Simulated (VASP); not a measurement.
Calculation: PBEsol GGA, VASP's PBE PAW potentials (set 64) (plane waves; VASP).

VASP input:

INCAR:
```
SYSTEM = Hf
PREC = Accurate; ENCUT = 500; LREAL = .False.
LASPH = .True.
EDIFF = 1E-6; NELM = 100; ALGO = Normal
LMAXMIX = 6
ISMEAR = 1; SIGMA = 0.1
GGA = PS
IBRION = 2; NSW = 40; ISIF = 3
EDIFFG = -0.02; PSTRESS = 200
LWAVE = .False.; LCHARG = .False.
```

POSCAR:
```
Hf
1
    1.5368796779    -2.6619536462     0.0000000000
    1.5368796779     2.6619536462     0.0000000000
    0.0000000000     0.0000000000     4.8816682571
Hf
2
Direct
  0.3333330000   0.6666670000   0.2500000000
  0.6666670000   0.3333330000   0.7500000000
```

KPOINTS:
```
Automatic
0
Gamma
  14 14 8
```

POTCAR, in this order: Hf_pv (PBE.64 set). Program: vasp_std.

Energy and stress use the plane-wave basis of the starting cell. Unless said otherwise, spin-orbit coupling is left out, though it shifts the bands of the heavy elements here.

**Question.** Predict the energy per atom (σ→0), volume per atom, band gap (on the k-mesh).

**Answer.** 
```json
{
  "energy per atom (σ→0)": "-10.346 eV/atom",
  "band gap (on the k-mesh)": "none (metal, semimetal or under 0.01 eV)",
  "volume_per_atom": "18.77 Å^3/atom"
}
```

File OSZICAR:
```
...
   7 F= -.16007225E+02 E0= -.16006926E+02  d E =-.782592E-04
       N       E                     dE             d eps       ncg     rms          rms(c)
DAV:   1    -0.206927029811E+02    0.31370E-02   -0.10237E-02  3366   0.856E-01    0.125E-01
DAV:   2    -0.206925713830E+02    0.13160E-03   -0.21730E-04  4242   0.120E-01    0.571E-02
DAV:   3    -0.206925350930E+02    0.36290E-04   -0.35580E-05  4056   0.448E-02    0.441E-02
DAV:   4    -0.206925251934E+02    0.98996E-05   -0.19055E-05  4334   0.332E-02    0.229E-02
DAV:   5    -0.206925252623E+02   -0.68908E-07   -0.13421E-06  2130   0.958E-03
   8 F= -.16007254E+02 E0= -.16006916E+02  d E =-.292755E-04
```

The compound is Hf in the hcp structure. This run relaxes it under an external pressure of 20 GPa. Symmetry was kept, so distortions that lower it aren't found.
